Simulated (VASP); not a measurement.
Wanted: the native input for a VASP 6.6.1 run.

| Quantity | Value |
| --- | --- |
| Task | band structure |
| Functional | r2SCAN |
| Potentials or basis | VASP PAW PBE potentials, release 64 (Cd, Zn, Se) |
| Cutoff | 520 eV |
| k mesh | 4 × 4 × 4 |
| Occupations | gaussian, width 0.03 eV |
| Spin | no spin polarisation |
| Further INCAR settings | ALGO = Normal; EDIFF = 1e-06; NBANDS = 86 |

The structure of Zn7CdSe8 lies in POSCAR:

```
Zn7CdSe8                                
1.0
   -5.6982600659     -0.0000000000      5.6982600659
   -5.6982600659     -5.6982600659     -0.0000000000
    0.0000000000     -5.6982600659      5.6982600659
  Cd              Zn              Se            
     1     7     8
Direct
     0.0000000000000000    0.5000000000000000    1.0000000000000000
     0.9990600794051678    0.0009399205948322    0.9990600794051678
     0.9990600794051678    0.4990600794051678    0.5009399205948322
     0.9990600794051678    0.0009399205948322    0.5009399205948322
     0.5009399205948322    0.4990600794051678    0.9990600794051678
     0.5009399205948322    0.0009399205948322    0.9990600794051678
     0.5009399205948322    0.4990600794051678    0.5009399205948322
     0.5000000000000000    1.0000000000000000    0.5000000000000000
     0.1308235931793991    0.1075292204618099    0.1308235931793991
     0.1308235931793991    0.6308235931793991    0.1308235931793991
     0.1248358275794743    0.1250547241401776    0.6250547241401776
     0.1308235931793991    0.6308235931793991    0.6075292204618099
     0.6250547241401776    0.1250547241401776    0.1248358275794743
     0.6075292204618099    0.6308235931793991    0.1308235931793991
     0.6250547241401776    0.1250547241401776    0.6250547241401776
     0.6250547241401776    0.6248358275794743    0.6250547241401776
```

The cell was built by a generator and needn't be a form met in nature.

One way to write it, as run:

INCAR

```
SYSTEM = Zn7CdSe8
ALGO = Normal
EDIFF = 1E-6
ENCUT = 520
ISIF = 2
ISMEAR = 0
KPAR = 4
LASPH = .TRUE.
LCHARG = .FALSE.
LMIXTAU = .TRUE.
LREAL = .FALSE.
LWAVE = .FALSE.
METAGGA = R2SCAN
NBANDS = 86
NELM = 80
PREC = Accurate
SIGMA = 0.03
```

KPOINTS

```
k-points
0
G
  4 4 4
  0 0 0
```

KPOINTS_OPT

```
explicit points
6
Reciprocal
 0.0000000000  0.0000000000  0.0000000000 1
 0.3750000000  0.3750000000  0.7500000000 1
 0.5000000000  0.5000000000  0.5000000000 1
 0.6250000000  0.2500000000  0.6250000000 1
 0.5000000000  0.2500000000  0.7500000000 1
 0.5000000000  0.0000000000  0.5000000000 1
```

Potentials or basis: VASP PAW PBE potentials, release 64 (Cd, Zn, Se).

The run is started by

```console
$ cat potpaw_PBE.64/Cd/POTCAR potpaw_PBE.64/Zn/POTCAR potpaw_PBE.64/Se/POTCAR > POTCAR
$ mpirun -np 4 vasp_std > vasp.out
```

It gave:

- Pressure: 1.0 GPa
- Largest force: 0.036 eV/Å
- Band gap on the k mesh: 1.74 eV, direct
- Band gap along the path: 1.74 eV, direct

Caveat: the PAW data sets were made with another functional, which shifts forces and pressure a little.

Run time: 4 min on 4 MPI ranks on Intel(R) Xeon(R) 6975P-C (Granite Rapids) (shared host), peak memory 0.84 GiB a rank.
